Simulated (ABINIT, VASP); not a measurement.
An input for ABINIT (LDA (PW92), norm-conserving pseudopotentials (PseudoDojo nc-sr-04 LDA standard)):

```
# C, PseudoDojo nc-sr-04 LDA standard
pp_dirpath "./"
pseudos "C.upf"
acell 3*1.0
rprim
         2.3303915040    1.3454527238   15.6518776769
        -2.3303915040    1.3454527238   15.6518776769
         0.0000000000   -2.6909037626   15.6518778217
natom 4
ntypat 1
znucl 6
typat 1 1 1 1
xred
         0.9128300000    0.9128300000    0.9128300000
         0.0871700000    0.0871700000    0.0871700000
         0.2461530000    0.2461530000    0.2461530000
         0.7538470000    0.7538470000    0.7538470000
ecut 41
occopt 3
tsmear 0.1 eV
nband 13
kptopt 1
ngkpt 8 8 8
nshiftk 1
shiftk 0 0 0
nstep 60
toldfe 1.0e-09
prtwf 0
prtden 0
prtvol 1
enunit 2
```

Write the VASP files for the same calculation.

One set of files that does it:

### INCAR
```
SYSTEM=C
PREC=Accurate; ENCUT=400; LREAL=.False.
LASPH=.True.
EDIFF=1E-6; NELM=100; ALGO=Normal
ISMEAR=-1; SIGMA=0.1
ISIF=2
LWAVE=.False.; LCHARG=.False.
```

POSCAR:
```
C
1
    1.2331900000     0.7119830000     8.2826170000
   -1.2331900000     0.7119830000     8.2826170000
    0.0000000000    -1.4239650000     8.2826170000
C
4
Direct
  0.9128300000   0.9128300000   0.9128300000
  0.0871700000   0.0871700000   0.0871700000
  0.2461530000   0.2461530000   0.2461530000
  0.7538470000   0.7538470000   0.7538470000
```

File KPOINTS:
```
K-points
0
gamma
 8 8 8
```

POTCAR, in this order: C (LDA.64 set). Program: vasp_std.

Both inputs were run and reached self-consistency, which says nothing on mesh or cut-off. Potentials, basis and cut-offs are each code's own, so they don't translate, and total energies aren't comparable.

VASP's LDA is the Perdew-Zunger fit; the other code's may be Perdew-Wang, which differs slightly.

The structure comes from a computed database's C entry; how it stands against other phases isn't given here. The cell was not relaxed at this level, and it may have been scaled.
